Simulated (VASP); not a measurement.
Given:

```yaml
crystal:
  lattice:
    - [0.00000, 3.05519, 3.05519]
    - [3.05519, 0.00000, 3.05519]
    - [3.05519, 3.05519, 0.00000]
  atoms:
    - { symbol: Ga, position: [0.00000, 0.00000, 0.00000] }
    - { symbol: Sb, position: [0.25000, 0.25000, 0.25000] }
```

Method: r2SCAN+rVV10, VASP's PBE PAW potentials (set 64) (plane waves; VASP). Settings: 520 eV cut-off, 8×8×8 Γ-centred mesh, tetrahedra with Blöchl corrections, potentials Ga_d Sb.

Unless said otherwise, spin-orbit coupling is left out, though it shifts the bands of the heavy elements here.

Q: What does the run give for the energy per atom (σ→0), band gap (over mesh and band path) with the smallest direct gap where there is one?

A: 
- band gap (over mesh and band path): 0.48 eV
- smallest direct gap (over mesh and band path): 0.48 eV
- energy per atom (σ→0): -18.490 eV/atom

The compound is GaSb in the zinc blende structure. It was relaxed first.
